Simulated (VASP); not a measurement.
```xyz
4
Lattice="1.5550 -2.6933 0.0000 1.5550 2.6933 0.0000 0.0000 0.0000 4.9800" Properties=species:S:1:pos:R:3 pbc="T T T"
Al     1.5550    -0.8978     2.4900
Al     1.5550     0.8978     0.0000
N      1.5550    -0.8978     4.3924
N      1.5550     0.8978     1.9024
```

Calculation: PBE GGA, VASP's PBE PAW potentials (set 64) (plane waves; VASP 6.6.1). Numerical set-up: 520 eV cut-off, 9×9×5 Γ-centred mesh, Gaussian smearing of 0.050 eV, potentials Al N.

Question: Give the stress tensor in GPa (positive for a compressed cell).

Answer: 
```
3.91  0.00  0.00
0.00  3.91  0.00
0.00  0.00  3.83
```
The pressure is its mean diagonal, 3.88 GPa.

The compound is AlN in the wurtzite structure. The cell was not relaxed at this level.
